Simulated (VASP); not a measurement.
```yaml
crystal:
  lattice:
    - [3.35493, 0.00000, 0.00000]
    - [0.00000, 3.35493, 0.00000]
    - [0.00000, 0.00000, 3.35493]
  atoms:
    - { symbol: Pd, position: [0.00000, 0.00000, 0.00000] }
    - { symbol: Sb, position: [0.50000, 0.50000, 0.50000] }
```

These are PBEsol GGA, VASP's PBE PAW potentials (set 64) (plane waves; VASP) values and carry that method's errors. Settings: 400 eV cut-off, Gaussian smearing of 0.050 eV, potentials Pd Sb.

Give the energies of bands 1 to 10 at the high-symmetry points, in eV from the Fermi level.

| band | Γ | X | M | R |
|---|---|---|---|---|
| 1 | -12.71 | -10.52 | -9.44 | -6.68 |
| 2 | -3.99 | -7.25 | -4.58 | -5.78 |
| 3 | -3.99 | -3.74 | -4.58 | -5.78 |
| 4 | -2.47 | -3.62 | -3.82 | -5.78 |
| 5 | -2.47 | -3.62 | -2.99 | -1.77 |
| 6 | -2.47 | -2.45 | -2.99 | -1.77 |
| 7 | 0.78 | -1.56 | -1.81 | 1.76 |
| 8 | 0.78 | 4.65 | -1.23 | 1.76 |
| 9 | 0.78 | 4.65 | 1.04 | 1.76 |
| 10 | 4.54 | 6.52 | 3.90 | 1.96 |

It has no gap at this level: it comes out as a metal or semimetal.

The structure was generated: PdSb was put into the CsCl type type (Pm-3m), which need not be its known phase. It was relaxed first, which changed the volume by -20 %. The electron count is odd and the run is not spin-polarised, which forces a metal.
